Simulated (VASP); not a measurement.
Output of a VASP run:

File OSZICAR:
```
...
DAV:   1    -0.288318110312E+02   -0.11365E+01   -0.81131E+00  2288   0.301E+01    0.109E+01
DAV:   2    -0.286030517838E+02    0.22876E+00   -0.36572E-01  2288   0.631E+00    0.692E+00
DAV:   3    -0.285381727497E+02    0.64879E-01   -0.18056E-01  2616   0.399E+00    0.471E+00
DAV:   4    -0.285379872063E+02    0.18554E-03   -0.28087E-02  2688   0.122E+00    0.179E+00
DAV:   5    -0.285351660415E+02    0.28212E-02   -0.87296E-03  2632   0.621E-01    0.723E-01
DAV:   6    -0.285351623100E+02    0.37315E-05   -0.19808E-04  2704   0.125E-01    0.919E-02
DAV:   7    -0.285351625429E+02   -0.23289E-06   -0.92096E-06  2700   0.200E-02
   3 F= -.21447496E+02 E0= -.21447522E+02  d E =-.444489E-01
       N       E                     dE             d eps       ncg     rms          rms(c)
DAV:   1    -0.285283823546E+02    0.67800E-02   -0.11108E-03  2316   0.346E-01    0.114E-01
DAV:   2    -0.285283517029E+02    0.30652E-04   -0.47493E-05  2332   0.721E-02    0.706E-02
DAV:   3    -0.285283431044E+02    0.85985E-05   -0.23705E-05  2600   0.458E-02    0.524E-02
DAV:   4    -0.285283429000E+02    0.20442E-06   -0.33018E-06  2576   0.133E-02
   4 F= -.21447539E+02 E0= -.21447564E+02  d E =-.444911E-01
       N       E                     dE             d eps       ncg     rms          rms(c)
DAV:   1    -0.285232409704E+02    0.51021E-02   -0.58818E-04  2288   0.253E-01    0.907E-02
DAV:   2    -0.285232244236E+02    0.16547E-04   -0.24074E-05  2304   0.513E-02    0.574E-02
DAV:   3    -0.285232195395E+02    0.48841E-05   -0.14052E-05  2668   0.353E-02    0.391E-02
DAV:   4    -0.285232195472E+02   -0.77489E-08   -0.20675E-06  2344   0.104E-02
   5 F= -.21447528E+02 E0= -.21447553E+02  d E =-.444801E-01
       N       E                     dE             d eps       ncg     rms          rms(c)
DAV:   1    -0.285358702193E+02   -0.12651E-01   -0.12382E-02  2404   0.105E+00    0.223E-01
DAV:   2    -0.285356935662E+02    0.17665E-03   -0.31945E-04  2748   0.180E-01    0.710E-02
DAV:   3    -0.285356333002E+02    0.60266E-04   -0.11286E-04  2772   0.966E-02    0.593E-02
DAV:   4    -0.285356294916E+02    0.38086E-05   -0.66894E-06  2844   0.234E-02    0.522E-02
DAV:   5    -0.285356280880E+02    0.14036E-05   -0.20377E-06  2360   0.103E-02    0.132E-02
DAV:   6    -0.285356280484E+02    0.39544E-07   -0.12879E-07  1168   0.296E-03
   6 F= -.21447576E+02 E0= -.21447614E+02  d E =-.479783E-04
       N       E                     dE             d eps       ncg     rms          rms(c)
DAV:   1    -0.285308605249E+02    0.47676E-02   -0.18992E-03  2400   0.410E-01    0.891E-02
DAV:   2    -0.285308335381E+02    0.26987E-04   -0.48801E-05  2756   0.703E-02    0.283E-02
DAV:   3    -0.285308242850E+02    0.92531E-05   -0.17252E-05  2760   0.378E-02    0.238E-02
DAV:   4    -0.285308237095E+02    0.57550E-06   -0.91761E-07  1524   0.909E-03
   7 F= -.21447610E+02 E0= -.21447643E+02  d E =-.823037E-04
       N       E                     dE             d eps       ncg     rms          rms(c)
DAV:   1    -0.285243028689E+02    0.65214E-02   -0.35245E-03  2416   0.557E-01    0.207E-01
DAV:   2    -0.285242653291E+02    0.37540E-04   -0.80951E-05  2688   0.914E-02    0.829E-02
DAV:   3    -0.285242475606E+02    0.17768E-04   -0.26472E-05  2760   0.472E-02    0.411E-02
DAV:   4    -0.285242468313E+02    0.72930E-06   -0.14277E-06  1656   0.115E-02
   8 F= -.21447616E+02 E0= -.21447655E+02  d E =-.573470E-05
```

OUTCAR:
```
------------------------ aborting loop because EDIFF is reached ----------------------------------------
  FORCE on cell =-STRESS in cart. coord.  units (eV):
  Direction    XX          YY          ZZ          XY          YZ          ZX
  --------------------------------------------------------------------------------------
  Total        7.0924384      7.0924404      7.1274016      0.0000000      0.0000000      0.0000000
  in kB      451.0051799    451.0053071    453.2284716      0.0000000      0.0000000      0.0000000
  external PRESSURE =       1.7463195 kB  Pullay stress =     450.0000000 kB
  volume of cell :       25.20
      direct lattice vectors                 reciprocal lattice vectors
     1.490504267 -2.581629483  0.000000000     0.335456940 -0.193676127  0.000000000
     1.490504267  2.581629483 -0.000000000     0.335456940  0.193676127 -0.000000000
    -0.000000000  0.000000000  3.273915723    -0.000000000  0.000000000  0.305444637
 POSITION                                       TOTAL-FORCE (eV/Angst)
 -----------------------------------------------------------------------------------
      1.49050     -2.58163      0.00000        -0.000000      0.000000      0.000000
      1.49050      0.86054      1.63696         0.000000      0.000000     -0.000000
      1.49050     -0.86054      1.63696        -0.000000     -0.000000      0.000000
 -----------------------------------------------------------------------------------
    total drift:                                0.000000     -0.000000     -0.000000
  FREE ENERGIE OF THE ION-ELECTRON SYSTEM (eV)
  ---------------------------------------------------
  free  energy   TOTEN  =       -28.5242468313 eV

  energy  without entropy=      -28.5243646485  energy(sigma->0) =      -28.52428610
  enthalpy is  TOTEN    =       -21.4476157010 eV   P V=        7.0766311303

 reached required accuracy - stopping structural energy minimisation
```
(Selected blocks of OUTCAR.)

**POSCAR**
```
HfB2
1
    1.5074186635    -2.6109259685     0.0000000000
    1.5074186635     2.6109259685     0.0000000000
    0.0000000000     0.0000000000     3.3197894781
Hf B
1 2
Direct
  0.0000000000   0.0000000000   0.0000000000
  0.3333330000   0.6666670000   0.5000000000
  0.6666670000   0.3333330000   0.5000000000
```

Q: Reconstruct the remaining input files.

A: Several could match; the one computed here: the input of the run itself, LDA (Ceperley-Alder, Perdew-Zunger), plane waves, VASP's LDA PAW potentials (set 64).

File KPOINTS:
```
Automatic mesh
0
Gamma
12 12 9
0 0 0
```

INCAR:
```
SYSTEM = HfB2
PREC = Accurate
ENCUT = 620
EDIFF = 1E-6
NELM = 100
ALGO = Normal
LREAL = .FALSE.
LASPH = .TRUE.
ISMEAR = 1
SIGMA = 0.1
LMAXMIX = 6
LWAVE = .FALSE.
LCHARG = .FALSE.
IBRION = 2
ISIF = 3
NSW = 40
EDIFFG = -0.02
PSTRESS = 450
```

POTCAR, in this order: Hf_pv B (LDA.64 set). Program: vasp_std.

Energy and stress use the plane-wave basis of the starting cell.

The compound is HfB2 in the AlB2 type structure. This run relaxes it under an external pressure of 45 GPa. Symmetry was kept, so distortions that lower it aren't found.
